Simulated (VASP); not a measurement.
Here is the system:

```yaml
crystal:
  lattice:
    - [0.00000, 2.20070, 2.20070]
    - [2.20070, 0.00000, 2.20070]
    - [2.20070, 2.20070, 0.00000]
  atoms:
    - { symbol: Ga, position: [0.00000, 0.00000, 0.00000] }
    - { symbol: N, position: [0.25000, 0.25000, 0.25000] }
```

These are AM05 GGA, VASP's PBE PAW potentials (set 64) (plane waves; VASP) values and carry that method's errors. Run with 520 eV cut-off, 10×10×10 Γ-centred mesh, Gaussian smearing of 0.050 eV, potentials Ga_d N.

Q: Estimate the energy per atom (σ→0), pressure, band gap (on the k-mesh) with the smallest direct gap where there is one.

A: 
* **band gap (on the k-mesh)**: 2.23 eV
* **smallest direct gap (on the k-mesh)**: 2.23 eV
* **energy per atom (σ→0)**: -6.313 eV/atom
* **pressure**: 13.37 GPa

The compound is GaN in the zinc blende structure, a metastable form; wurtzite is the usual one. This cell is one point of a volume scan, at 0.94 of the reference volume.
